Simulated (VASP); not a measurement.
```
WSe2
1.0
    1.62780    -2.81944     0.00000
    1.62780     2.81944     0.00000
    0.00000     0.00000    12.84383
W Se
2 4
Direct
  0.33333   0.66667   0.25000
  0.66667   0.33333   0.75000
  0.33333   0.66667   0.88003
  0.66667   0.33333   0.38003
  0.66667   0.33333   0.11997
  0.33333   0.66667   0.61997
```

Calculation: LDA (Ceperley-Alder, Perdew-Zunger), VASP's LDA PAW potentials (set 64) (plane waves; VASP). Numerical set-up: 520 eV cut-off, Gaussian smearing of 0.050 eV, potentials W_sv Se.

Unless said otherwise, spin-orbit coupling is left out, though it shifts the bands of the heavy elements here.

### Question
Give the energies of bands 17 to 30 at the high-symmetry points, in eV from the valence-band maximum.

### Answer

```
band      Γ      M      K      A      L      H
----  -----  -----  -----  -----  -----  -----
17    -2.70  -5.02  -4.99  -2.69  -4.56  -4.81
18    -2.68  -4.24  -4.66  -2.69  -4.56  -4.81
19    -2.68  -3.42  -4.08  -2.69  -3.37  -4.41
20    -1.54  -3.31  -4.08  -2.69  -3.37  -4.41
21    -1.54  -2.70  -3.94  -1.52  -2.61  -3.44
22    -1.49  -2.44  -3.94  -1.52  -2.61  -3.44
23    -1.49  -1.46  -2.56  -1.51  -1.37  -2.78
24    -1.26  -1.31  -2.56  -1.51  -1.37  -2.78
25    -1.01  -1.31  -0.51  -0.22  -1.17  -0.39
26     0.00  -1.02  -0.22  -0.22  -1.17  -0.39
27     2.71   2.19   1.38   2.72   2.21   1.38
28     2.73   2.23   1.38   2.72   2.21   1.38
29     2.77   2.29   1.74   2.72   2.55   2.34
30     2.78   2.73   3.10   2.72   2.55   2.34
```

The gap is indirect, 0.85 eV, from the valence maximum at Γ to the conduction minimum at K-Γ at 0.44.

The compound is WSe2 in the 2H layered structure. It was relaxed first.
